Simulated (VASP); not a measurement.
```xyz
5
Lattice="3.9838 0.0000 0.0000 0.0000 3.9838 0.0000 0.0000 0.0000 3.9838" Properties=species:S:1:pos:R:3 pbc="T T T"
Ba     0.0000     0.0000     0.0000
Ti     1.9919     1.9919     1.9919
O      1.9919     0.0000     1.9919
O      0.0000     1.9919     1.9919
O      1.9919     1.9919     0.0000
```

Level of theory: PBEsol GGA, VASP's PBE PAW potentials (set 64) (plane waves; VASP). Settings: 520 eV cut-off, Gaussian smearing of 0.050 eV, potentials Ba_sv Ti_sv O.

Unless said otherwise, spin-orbit coupling is left out, though it shifts the bands of the heavy elements here.

Task: Give the energies of bands 12 to 23 at the high-symmetry points, in eV from the valence-band maximum.

Result: 
```tsv
band	Γ	X	M	R
12	-2.31	-4.07	-4.39	-4.56
13	-2.31	-2.85	-4.18	-3.91
14	-2.31	-2.85	-3.93	-3.91
15	-1.13	-2.01	-2.79	-2.41
16	-1.13	-2.01	-2.79	-2.41
17	-1.13	-1.87	-1.74	-2.41
18	-0.13	-1.87	-0.87	0.00
19	-0.13	-0.72	-0.87	0.00
20	-0.13	-0.72	-0.09	0.00
21	1.73	1.90	3.57	4.26
22	1.73	3.56	3.57	4.26
23	1.73	3.56	3.98	4.26
```

The gap is indirect, 1.72 eV, from the valence maximum at R to the conduction minimum at Γ.

Measured: gap 3.20 eV (computed value off by -1.48 eV), as given by Yu-ichiro Matsushita et al., Physical Review B (2011), arXiv:1104.2769.

The compound is BaTiO3 in the cubic perovskite structure, the ideal cubic form; the compound distorts at low or room temperature. It was relaxed first.
